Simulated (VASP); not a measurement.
NbVTe4:

```
Nb V Te
1.0
     3.70000    0.00000    0.00000
    -1.85000    3.20429    0.00000
     0.00000    0.00000   13.50000
Nb V Te
1 1 4
Direct
  0.00000 0.00000 0.00000
  0.00000 0.00000 0.50000
  0.66667 0.33333 0.87500
  0.33333 0.66667 0.12500
  0.66667 0.33333 0.37500
  0.33333 0.66667 0.62500
```

The cell was built by a generator and needn't be a form met in nature.

```yaml
Program: VASP 6.6.1
Task: relaxation of cell and atoms
Functional: PBE
Potentials_or_basis: VASP PAW PBE potentials, release 64 (Nb_sv, V_sv, Te)
Cutoff: 520 eV
k_mesh: 4 × 4 × 1
Occupations: gaussian, width 0.15 eV
Spin: collinear spin, ferromagnetic start
Starting_moments: "[0.0, 2.0, 0.0, 0.0, 0.0, 0.0] μB"
```

At the start: pressure 3.0 GPa; volume 26.68 Å³/atom.

Q: Where does the relaxation end?

A: Over 15 steps the energy falls by 66.3 meV/atom and the volume is 27.47 Å³/atom (+3.0 %); space group P-3m1 (No. 164, to 0.05 Å); moment 0.04 μB per cell.

Step by step:
```tsv
step	energy change (eV)	largest force (eV/Å)	pressure (GPa)	volume (Å³)
1	0.0000	1.7686	2.96	160.05
2	-0.1585	0.8709	-4.39	171.63
3	-0.2248	0.5804	-2.31	167.48
4	-0.3540	0.3851	-0.93	162.50
5	-0.3596	0.3299	-0.58	161.22
6	-0.3637	0.0992	0.79	159.23
7	-0.3675	0.1630	0.54	160.07
8	-0.3739	0.0867	0.38	161.11
9	-0.3788	0.0245	0.36	162.77
10	-0.3843	0.1671	-0.39	164.78
11	-0.3841	0.1961	-0.64	165.09
12	-0.3878	0.2069	-0.51	165.32
13	-0.3934	0.2504	-0.48	165.99
14	-0.3980	0.0972	-0.01	165.13
15	-0.3980	0.0495	0.22	164.84
```

Final structure:
```
CELL_PARAMETERS angstrom
3.59544 0.00000 0.00000
-1.79772 3.11374 0.00000
0.00000 0.00000 14.72389
ATOMIC_POSITIONS crystal
Nb 0.00000 0.00000 0.00000
V 0.00000 0.00000 0.50000
Te 0.66667 0.33333 0.87181
Te 0.33333 0.66667 0.12819
Te 0.66667 0.33333 0.38253
Te 0.33333 0.66667 0.61747
```

Caveat: the k mesh is coarse (spacing up to 0.49 Å⁻¹), so the values aren't converged; this functional lacks dispersion, which binds the layers, so the pressure and a relaxed spacing across them are unreliable; the relaxation stopped at a loose force limit of 0.08 eV/Å, so its end isn't a converged minimum.
